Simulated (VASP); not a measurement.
# NaBe2Se2 (P-6m2) in VASP: further runs, part 2 of 2

VASP 6.6.1. Earlier steps stand in the parts before.

### Step 3. Band structure, PBE

File INCAR:

```
ALGO     = Normal         # electronic algorithm
EDIFF    = 1E-6           # SCF threshold, eV
ENCUT    = 520            # plane-wave cutoff, eV
GGA      = PE             # functional
ISIF     = 2              # what is computed and relaxed
ISMEAR   = -1             # smearing method
ISYM     = 1            
LASPH    = True           # aspherical terms in the spheres
LCHARG   = False          # write CHGCAR
LREAL    = False          # projectors in reciprocal space
LWAVE    = False          # write WAVECAR
NELM     = 100            # most SCF steps
PREC     = Normal         # precision mode
SIGMA    = 0.05           # smearing width, eV
```

File KPOINTS:

```
k-points
0
Gamma
  6 6 3
```

File POSCAR:

```
NaBe2Se2
1.0
    3.6722800000      0.0000000000      0.0000000000
   -1.8361400000      3.1802800000      0.0000000000
    0.0000000000      0.0000000000      8.0111600000
Na Be Se
1 2 2
Direct
    0.0000000000      0.0000000000      0.5000000000
    0.3333300000      0.6666700000      0.1463900000
    0.3333300000      0.6666700000      0.8536100000
    0.6666700000      0.3333300000      0.2285200000
    0.6666700000      0.3333300000      0.7714800000
```

File KPOINTS_OPT:

```
path GMKGALHA,LM,KH
20
line-mode
reciprocal
 0.0000000000  0.0000000000  0.0000000000  G
 0.5000000000  0.0000000000  0.0000000000  M

 0.5000000000  0.0000000000  0.0000000000  M
 0.3333333333  0.3333333333  0.0000000000  K

 0.3333333333  0.3333333333  0.0000000000  K
 0.0000000000  0.0000000000  0.0000000000  G

 0.0000000000  0.0000000000  0.0000000000  G
 0.0000000000  0.0000000000  0.5000000000  A

 0.0000000000  0.0000000000  0.5000000000  A
 0.5000000000  0.0000000000  0.5000000000  L

 0.5000000000  0.0000000000  0.5000000000  L
 0.3333333333  0.3333333333  0.5000000000  H

 0.3333333333  0.3333333333  0.5000000000  H
 0.0000000000  0.0000000000  0.5000000000  A

 0.5000000000  0.0000000000  0.5000000000  L
 0.5000000000  0.0000000000  0.0000000000  M

 0.3333333333  0.3333333333  0.0000000000  K
 0.3333333333  0.3333333333  0.5000000000  H
```

Potentials or basis: VASP PAW PBE potentials, release 64 (Na_pv, Be, Se).

Started as:

```bash
> cat potpaw_PBE.64/Na_pv/POTCAR potpaw_PBE.64/Be/POTCAR potpaw_PBE.64/Se/POTCAR > POTCAR
> mpirun -np 1 vasp_std > vasp.out
```

OUTCAR:

```text
EDIFF = 1E-6
   ENCUT = 520
   GGA = PE
   ISIF = 2
   ISMEAR = -1
   ISYM = 1
   LASPH = True
   LREAL = False
   NELM = 100
   PREC = Normal

 ion  position               nearest neighbor table
   1  0.000  0.000  0.500-
   2  0.333  0.667  0.146-   4 2.22   4 2.22   4 2.22   3 2.35
   3  0.333  0.667  0.854-   5 2.22   5 2.22   5 2.22   2 2.35
   4  0.667  0.333  0.229-   2 2.22   2 2.22   2 2.22
   5  0.667  0.333  0.771-   3 2.22   3 2.22   3 2.22

  LATTYP: Found a hexagonal cell.
 ALAT       =     3.6722800000
 C/A-ratio  =     2.1815221062

  Lattice vectors:

 A1 = (   3.6722800000,   0.0000000000,   0.0000000000)
 A2 = (  -1.8361400000,   3.1802800000,   0.0000000000)
 A3 = (   0.0000000000,   0.0000000000,   8.0111600000)

Analysis of symmetry for initial positions (statically):
=====================================================================
 Subroutine PRICEL returns:
 Original cell was already a primitive cell.

 Routine SETGRP: Setting up the symmetry group for a
 hexagonal supercell.

 Subroutine GETGRP returns: Found  4 space group operations
 (whereof  4 operations were pure point group operations)
 out of a pool of 24 trial point group operations.

The static configuration has the point symmetry C_2v.

Analysis of symmetry for dynamics (positions and initial velocities):
=====================================================================
 Subroutine PRICEL returns:
 Original cell was already a primitive cell.

 Routine SETGRP: Setting up the symmetry group for a
 hexagonal supercell.

 Subroutine GETGRP returns: Found  4 space group operations
 (whereof  4 operations were pure point group operations)
 out of a pool of 24 trial point group operations.

The dynamic configuration has the point symmetry C_2v.

 Subroutine INISYM returns: Found  4 space group operations
[... 132 lines left out ...]
   LEPSILON=     F    determine dielectric tensor
   LRPA    =     F    only Hartree local field effects (RPA)
 non-spin polarized calculation
  energy-cutoff  :      520.00
  volume of cell :       93.56
 maximum number of plane-waves:      2538
   NGX = 13   NGY = 13   NGZ = 29

 number of electron      22.9999981 magnetization

 Free energy of the ion-electron system (eV)
  ---------------------------------------------------
  ext. energy  EPLUGINS =         0.00000000
  ---------------------------------------------------
  free energy    TOTEN  =       -18.47893412 eV

  energy without entropy =      -18.47389014  energy(sigma->0) =      -18.47641213

 E-fermi :   3.8206     XC(G=0):  -8.9234

 val. band max:        3.5468529568   @ k =   0.5000   0.3333   0.3333
 cond. band min:       3.8599099244   @ k =   0.3333   0.0000   0.0000
 fundamental gap:      0.3130569676
 Fermi energy:         3.8205798293

 k-point     1 :       0.0000    0.0000    0.0000
  band No.  band energies     occupation
      1     -21.1391      2.00000
      2     -21.1383      2.00000
      3     -21.1382      2.00000
      4     -10.7805      2.00000
      5     -10.4315      2.00000
      6      -2.1060      2.00000
      7       0.8794      2.00000
      8       1.5666      2.00000
      9       1.5669      2.00000
     10       1.8758      2.00000
     11       1.8760      2.00000
     12       3.4490      1.99882
     13       6.7254      0.00000
     14       6.8068      0.00000
[... 401 lines left out ...]
      2     -21.1509      2.00000
      3     -21.1312      2.00000
      4      -9.7709      2.00000
      5      -9.5641      2.00000
      6      -2.5048      2.00000
      7      -2.0868      2.00000
      8      -0.6677      2.00000
      9      -0.2729      2.00000
     10      -0.0055      2.00000
     11       1.1895      2.00000
     12       3.5468      1.99166
     13       6.5528      0.00000
     14       7.4926      0.00000
     15       7.7385      0.00000

 [... further k-points ...]

------------------------ aborting loop because EDIFF is reached ----------------------------------------

  FORCE on cell =-STRESS in cart. coord.  units (eV):
  Direction    XX          YY          ZZ          XY          YZ          ZX
  --------------------------------------------------------------------------------------
  -------------------------------------------------------------------------------------
  Total        0.1125942      0.1127329      0.0216274      0.0001206      0.0000000      0.0000000
  in kB        1.9281024      1.9304772      0.3703543      0.0020648      0.0000000      0.0000000
  external PRESSURE =       1.4096446 kB  Pullay stress =       0.0000000 kB

 VOLUME and BASIS-vectors are now :
 -----------------------------------------------------------------------------
  energy-cutoff  :      520.00
  volume of cell :       93.56
      direct lattice vectors                 reciprocal lattice vectors
     3.672280000  0.000000000  0.000000000     0.272310390  0.157218861  0.000000000
    -1.836140000  3.180280000  0.000000000     0.000000000  0.314437722  0.000000000
     0.000000000  0.000000000  8.011160000     0.000000000  0.000000000  0.124825868

 POSITION                                       TOTAL-FORCE (eV/Angst)
 -----------------------------------------------------------------------------------
      0.00000      0.00000      4.00558         0.000028     -0.000016      0.000000
     -0.00002      2.12020      1.17275         0.000266     -0.000153     -0.000099
     -0.00002      2.12020      6.83841         0.000266     -0.000153      0.000099
      1.83616      1.06008      1.83071        -0.000280      0.000161     -0.020186
      1.83616      1.06008      6.18045        -0.000280      0.000161      0.020186
 -----------------------------------------------------------------------------------
    total drift:                                0.000023      0.000009      0.000000

  FREE ENERGIE OF THE ION-ELECTRON SYSTEM (eV)
  ---------------------------------------------------
  free  energy   TOTEN  =       -18.4789341223 eV

  energy  without entropy=      -18.4738901442  energy(sigma->0) =      -18.47641213
```

OSZICAR:

```text
N       E                     dE             d eps       ncg     rms          rms(c)
DAV:   1     0.140845121013E+03    0.14085E+03   -0.10394E+04   780   0.137E+03
DAV:   2    -0.283376283835E+01   -0.14368E+03   -0.14143E+03   822   0.295E+02
DAV:   3    -0.185699893095E+02   -0.15736E+02   -0.15542E+02  1060   0.940E+01
DAV:   4    -0.188729069263E+02   -0.30292E+00   -0.30259E+00   955   0.140E+01
DAV:   5    -0.188776076941E+02   -0.47008E-02   -0.46987E-02  1061   0.179E+00    0.447E+00
DAV:   6    -0.185743657062E+02    0.30324E+00   -0.35702E-01   948   0.351E+00    0.271E+00
DAV:   7    -0.184776768014E+02    0.96689E-01   -0.40653E-01   976   0.354E+00    0.588E-01
DAV:   8    -0.184784085468E+02   -0.73175E-03   -0.22918E-02   864   0.116E+00    0.121E-01
DAV:   9    -0.184787219634E+02   -0.31342E-03   -0.16246E-03  1039   0.318E-01    0.661E-02
DAV:  10    -0.184789183048E+02   -0.19634E-03   -0.50980E-04   857   0.145E-01    0.308E-02
[... 56 further cycles ...]
DAV:   9    -0.434744899463E+04   -0.23774E-06      586
       N       E                     dE             ncg
DAV:   1     0.832646746962E+03   -0.20122E+05      720
DAV:   2    -0.239741102236E+04   -0.32301E+04      797
DAV:   3    -0.268067386215E+04   -0.28326E+03      902
DAV:   4    -0.268607694379E+04   -0.54031E+01      909
DAV:   5    -0.268615024038E+04   -0.73297E-01      979
DAV:   6    -0.268615194113E+04   -0.17007E-02      923
DAV:   7    -0.268615199311E+04   -0.51980E-04      958
DAV:   8    -0.268615199457E+04   -0.14627E-05      725
DAV:   9    -0.268615199480E+04   -0.23419E-06      633
```

stdout:

```text
POSCAR found type information on POSCAR NaBeSe
 POSCAR found :  3 types and       5 ions
 scaLAPACK will be used
 LDA part: xc-table for (Slater+PW92), standard interpolation
 POSCAR, INCAR and KPOINTS ok, starting setup
 FFT: planning ... GRIDC
 FFT: planning ... GRID_SOFT
 FFT: planning ... GRID
 WAVECAR not read
 entering main loop
 Start KPOINTS_OPT (optional k-point list driver)
k-point batch [1-26\180]
k-point batch [27-52\180]
k-point batch [53-78\180]
k-point batch [79-104\180]
k-point batch [105-130\180]
k-point batch [131-156\180]
k-point batch [157-180\180]
```

It took 42 s on 1 thread of AMD EPYC 9R45 (Zen 5), shared host; peak memory 0.16 GiB.

What came out:

* Free energy: -18.4789 eV
* Pressure: 0.1 GPa
* Largest force: 0.020 eV/Å
* Band gap along the path: none (metal or under the smearing width)

Forces on the atoms (eV/Å):
```
Na   0.000  0.000  0.000
Be   0.000  0.000  0.000
Be   0.000  0.000  0.000
Se   0.000  0.000 -0.020
Se   0.000  0.000  0.020
```

Levels at the corners of the path, in eV from the Fermi level:
| point | band 8 | band 9 | band 10 | band 11 | band 12 | band 13 | band 14 | band 15 |
| --- | --- | --- | --- | --- | --- | --- | --- | --- |
| Γ | -2.25 | -2.25 | -1.94 | -1.94 | -0.37 | 2.90 | 2.99 | 3.68 |
| M | -4.12 | -3.66 | -3.27 | -2.05 | -0.81 | 1.63 | 2.78 | 3.63 |
| M | -4.12 | -3.66 | -3.27 | -2.05 | -0.81 | 1.63 | 2.78 | 3.63 |
| K | -5.57 | -5.11 | -3.79 | -1.93 | -0.70 | 2.44 | 4.14 | 4.76 |
| K | -5.57 | -5.11 | -3.79 | -1.93 | -0.70 | 2.44 | 4.14 | 4.76 |
| Γ | -2.25 | -2.25 | -1.94 | -1.94 | -0.37 | 2.90 | 2.99 | 3.68 |
| Γ | -2.25 | -2.25 | -1.94 | -1.94 | -0.37 | 2.90 | 2.99 | 3.68 |
| A | -2.22 | -2.22 | -1.99 | -1.99 | 1.29 | 2.30 | 3.20 | 3.71 |
| A | -2.22 | -2.22 | -1.99 | -1.99 | 1.29 | 2.30 | 3.20 | 3.71 |
| L | -3.63 | -3.62 | -3.30 | -2.87 | -0.44 | 2.05 | 2.14 | 2.76 |
| L | -3.63 | -3.62 | -3.30 | -2.87 | -0.44 | 2.05 | 2.14 | 2.76 |
| H | -5.58 | -5.23 | -3.28 | -2.68 | -0.47 | 2.97 | 3.33 | 3.99 |
| H | -5.58 | -5.23 | -3.28 | -2.68 | -0.47 | 2.97 | 3.33 | 3.99 |
| A | -2.22 | -2.22 | -1.99 | -1.99 | 1.29 | 2.30 | 3.20 | 3.71 |
| L | -3.63 | -3.62 | -3.30 | -2.87 | -0.44 | 2.05 | 2.14 | 2.76 |
| M | -4.12 | -3.66 | -3.27 | -2.05 | -0.81 | 1.63 | 2.78 | 3.63 |
| K | -5.57 | -5.11 | -3.79 | -1.93 | -0.70 | 2.44 | 4.14 | 4.76 |
| H | -5.58 | -5.23 | -3.28 | -2.68 | -0.47 | 2.97 | 3.33 | 3.99 |
